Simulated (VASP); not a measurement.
Here is the system:

```xyz
6
Lattice="4.6800 0.0000 0.0000 0.0000 4.6800 0.0000 0.0000 0.0000 3.0870" Properties=species:S:1:pos:R:3 pbc="T T T"
Mg     4.6800     0.0000     3.0870
Mg     2.3400     2.3400     1.5435
F      1.4186     1.4186     3.0870
F      3.7586     0.9214     1.5435
F      0.9214     3.7586     1.5435
F      3.2613     3.2613     0.0000
```

All values below come from PBE GGA, VASP's PBE PAW potentials (set 64) (plane waves; VASP). Run with 520 eV cut-off, 5×5×8 Γ-centred mesh, tetrahedra with Blöchl corrections, potentials Mg F.

The cores are frozen, which limits the accuracy of field gradients.

**Question.** Give the principal components of the electric field gradient (V/Å²) and the asymmetry η at each nucleus.

**Answer.** 
```json
[
 {"atom": "Mg1", "Vxx": "-4.7", "Vyy": "-1.3", "Vzz": "6.0", "η": "0.57"},
 {"atom": "Mg2", "Vxx": "-4.7", "Vyy": "-1.3", "Vzz": "6.0", "η": "0.57"},
 {"atom": "F3", "Vxx": "34.1", "Vyy": "16.5", "Vzz": "-50.6", "η": "0.35"},
 {"atom": "F4", "Vxx": "34.1", "Vyy": "16.5", "Vzz": "-50.6", "η": "0.35"},
 {"atom": "F5", "Vxx": "34.1", "Vyy": "16.5", "Vzz": "-50.6", "η": "0.35"},
 {"atom": "F6", "Vxx": "34.1", "Vyy": "16.5", "Vzz": "-50.6", "η": "0.35"}
]
```

The compound is MgF2 in the rutile structure. It was relaxed first.
